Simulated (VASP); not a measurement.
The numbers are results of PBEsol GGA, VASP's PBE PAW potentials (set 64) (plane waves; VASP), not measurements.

VASP ran on this input.

### KPOINTS
```
Automatic mesh
0
Gamma
8 8 8
0 0 0
```

### POSCAR
```
ZnS
1
    0.0000000000     2.7847771120     2.7847771120
    2.7847771120     0.0000000000     2.7847771120
    2.7847771120     2.7847771120     0.0000000000
Zn S
1 1
Direct
  0.0000000000   0.0000000000   0.0000000000
  0.2500000000   0.2500000000   0.2500000000
```

**INCAR**
```
! general
SYSTEM  = ZnS
PREC    = Accurate
ENCUT   = 480
LREAL   = .FALSE.
LASPH   = .TRUE.

! electronic loop
EDIFF   = 1E-7
NELM    = 100
ALGO    = Normal
LMAXMIX = 4

! smearing
ISMEAR  = 0
SIGMA   = 0.05

! functional
GGA     = PS

! ions
ISIF    = 2

! output
LWAVE   = .FALSE.
LCHARG  = .FALSE.
```

POTCAR, in this order: Zn S (PBE.64 set). Program: vasp_std.

Problem. What does the run give for the energy per atom (σ→0), pressure, band gap (on the k-mesh)?

Solution. 
```json
{
 "energy per atom (σ→0)": "-3.738 eV/atom",
 "band gap (on the k-mesh)": "1.60 eV",
 "pressure": "-7.00 GPa"
}
```

OSZICAR:
```
...
DAV:   7    -0.747927836926E+01    0.13794E-01   -0.27415E-01   784   0.540E+00    0.222E+00
DAV:   8    -0.747625584057E+01    0.30225E-02   -0.50237E-03   892   0.697E-01    0.567E-01
DAV:   9    -0.747609956897E+01    0.15627E-03   -0.73062E-04   958   0.385E-01    0.118E-01
DAV:  10    -0.747619617651E+01   -0.96608E-04   -0.20028E-04   839   0.154E-01    0.533E-02
DAV:  11    -0.747619860883E+01   -0.24323E-05   -0.32120E-05   922   0.113E-01    0.762E-03
DAV:  12    -0.747619928445E+01   -0.67562E-06   -0.26626E-06  1024   0.347E-02    0.325E-03
DAV:  13    -0.747619920699E+01    0.77461E-07   -0.71612E-07   837   0.198E-02
   1 F= -.74761992E+01 E0= -.74761992E+01  d E =-.137827E-12
```

The compound is ZnS in the zinc blende structure. This cell was strained or had an atom moved on purpose.
